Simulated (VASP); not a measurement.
A convergence study with VASP on Pt (fcc): a few settings are varied, all else stays as given below, so the limit is that of these other settings. The cell's lengths are 1 % over those of the tabulated start, so it is off equilibrium.

```xyz
1
Lattice="0.0000 1.9796 1.9796 1.9796 0.0000 1.9796 1.9796 1.9796 0.0000" Properties=species:S:1:pos:R:3 pbc="T T T"
Pt     0.0000     0.0000     0.0000
```

Method: LDA (Ceperley-Alder, Perdew-Zunger), VASP's LDA PAW potentials (set 64) (plane waves; VASP 6.6.1). The last row used: LREAL = Auto, 600 eV cut-off, 14×14×14 Γ-centred mesh, first-order Methfessel-Paxton smearing of 0.10 eV, potentials Pt.

| setting | E (eV/atom) | pressure (GPa) | plane waves |
|---|---|---|---|
| ENCUT = 300, LREAL = .FALSE., PREC = Normal | -7.4887 | -13.75 | 193 |
| ENCUT = 400, LREAL = .FALSE., PREC = Normal | -7.4825 | -13.06 | 295 |
| ENCUT = 500, LREAL = .FALSE., PREC = Normal | -7.4826 | -13.06 | 411 |
| ENCUT = 600, LREAL = .FALSE., PREC = Normal | -7.4826 | -12.99 | 533 |
| ENCUT = 500, LREAL = .FALSE., PREC = Accurate | -7.4826 | -13.06 | 411 |
| ENCUT = 600, LREAL = .FALSE., PREC = Accurate | -7.4826 | -12.99 | 533 |
| ENCUT = 300, LREAL = Auto, PREC = Normal | -7.4901 | -13.13 | 193 |
| ENCUT = 400, LREAL = Auto, PREC = Normal | -7.4829 | -12.89 | 295 |
| ENCUT = 500, LREAL = Auto, PREC = Normal | -7.4833 | -12.98 | 411 |
| ENCUT = 600, LREAL = Auto, PREC = Normal | -7.4832 | -12.94 | 533 |
| ENCUT = 300, LREAL = Auto, PREC = Accurate | -7.4891 | -13.79 | 193 |
| ENCUT = 400, LREAL = Auto, PREC = Accurate | -7.4826 | -13.06 | 295 |
| ENCUT = 500, LREAL = Auto, PREC = Accurate | -7.4831 | -13.01 | 411 |
| ENCUT = 600, LREAL = Auto, PREC = Accurate | -7.4834 | -13.05 | 533 |

Left out are rungs that failed or repeat a setting and relaxations that didn't move; long series are thinned to 24 rows.

The compound is Pt in the fcc structure. The cell was not relaxed at this level.
